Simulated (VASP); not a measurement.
Here is the system:

```
CELL_PARAMETERS angstrom
      0.00000     2.00242     2.00242
      2.00242     0.00000     2.00242
      2.00242     2.00242     0.00000
ATOMIC_POSITIONS crystal
  Li 0.00000 0.00000 0.00000
  F  0.50000 0.50000 0.50000
```

The numbers are results of PBEsol GGA, VASP's PBE PAW potentials (set 64) (plane waves; VASP), not measurements. Run with PREC = Normal, EDIFF = 1E-5, 450 eV cut-off, 13×13×13 Γ-centred mesh, Gaussian smearing of 0.050 eV, potentials Li_sv F.

At this cut-off the stress carries a Pulay error, which pulls relaxed volumes low.

Give the stress tensor in GPa (positive for a compressed cell).

```
-3.61   0.00   0.00
 0.00  -3.61   0.00
 0.00   0.00  -3.61
```
The pressure is its mean diagonal, -3.61 GPa.

The compound is LiF in the rock salt structure. It was relaxed first.
